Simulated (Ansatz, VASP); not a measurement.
One calculation of Hf2Pd2Se2Br2O3, two programs

Contents of INCAR:

```
SYSTEM = Hf2Pd2Se2Br2O3
PREC = Accurate
ENCUT = 520
EDIFF = 1E-7
ISMEAR = -1
SIGMA = 0.05
LREAL = .False.
LASPH = .True.
NELM = 80
ALGO = Normal
ISIF = 2
LWAVE = .False.
LCHARG = .False.
GGA = PE
NBANDS = 53
KPAR = 4
```

The input KPOINTS:

```
Automatic mesh
0
Gamma
  6 6 3
  0 0 0
```

File POSCAR:

```
Hf2Pd2Se2Br2O3
1.0
    5.7971301181      0.0000000000      0.0000000000
   -2.8985600260      5.0204603003      0.0000000000
    0.0000000000      0.0000000000      8.5819317117
Hf Pd Se Br O
2 2 2 2 3
Direct
    0.3333300000      0.6666700000      0.5420100000
    0.6666700000      0.3333300000      0.5420100000
    0.3333300000      0.6666700000      0.1288000000
    0.6666700000      0.3333300000      0.1288000000
    0.3333300000      0.6666700000      0.8557200000
    0.6666700000      0.3333300000      0.8557200000
    0.0000000000      0.0000000000      0.1389500000
    0.0000000000      0.0000000000      0.6538400000
    0.5000000000      0.0000000000      0.4296300000
    0.0000000000      0.5000000000      0.4296300000
    0.5000000000      0.5000000000      0.4296300000
```

File input.yaml:

```yaml
crystal:
  lattice:
    - [5.7971301181, 0.0, 0.0]
    - [-2.898560026, 5.0204603003, 0.0]
    - [0.0, 0.0, 8.5819317117]
  atoms:
    - { symbol: Hf, position: [0.33333, 0.66667, 0.54201] }
    - { symbol: Hf, position: [0.66667, 0.33333, 0.54201] }
    - { symbol: Pd, position: [0.33333, 0.66667, 0.1288] }
    - { symbol: Pd, position: [0.66667, 0.33333, 0.1288] }
    - { symbol: Se, position: [0.33333, 0.66667, 0.85572] }
    - { symbol: Se, position: [0.66667, 0.33333, 0.85572] }
    - { symbol: Br, position: [0.0, 0.0, 0.13895] }
    - { symbol: Br, position: [0.0, 0.0, 0.65384] }
    - { symbol: O, position: [0.5, 0.0, 0.42963] }
    - { symbol: O, position: [0.0, 0.5, 0.42963] }
    - { symbol: O, position: [0.5, 0.5, 0.42963] }
hamiltonian:
  xc: pbe
  pseudopotentials: { kind: paw }
kpoints:
  mp_grid: { grid: [6, 6, 3] }
scf:
  occupations: { method: fermi_dirac, width: 0.05 }
output:
  forces: true
  stress: true
  eigenvalues: true
```

Change from the starting cell: volume scaled by 1.02.

Alike in both runs: task single point; functional PBE; k mesh 6 × 6 × 3; occupations fermi-dirac, width 0.05 eV; no spin polarisation.

```csv
,VASP,Ansatz
version,VASP 6.6.1,Ansatz 0.2.0
potentials or method,"VASP PAW PBE potentials, release 64 (Hf_pv, Pd, Se, Br, O)",Ansatz PAW
plane-wave cutoff (eV),520,420
valence electrons in the cell,84,152
```

|  | VASP | Ansatz | Ansatz less VASP |
| --- | --- | --- | --- |
| gap on the k mesh at the Fermi level (eV) | none | none | - |
| pressure (GPa) | -2.0 | -1.6 | +0.40 |
| largest component of the traceless stress (GPa) | 0.31 | 0.35 | +0.041 |
| rms of the force components (eV/Å) | 0.213 | 0.160 | -0.0529 |

Atom by atom the forces differ by 0.059 eV/Å (rms over components). A gap of «none» marks a metal or a gap that the smearing closes. With one functional, cell and mesh, what is left measures potentials, basis and numerics. The two sets of potentials don't hold the same shells in valence.

Spin-orbit coupling is left out, which matters for the levels of Hf.
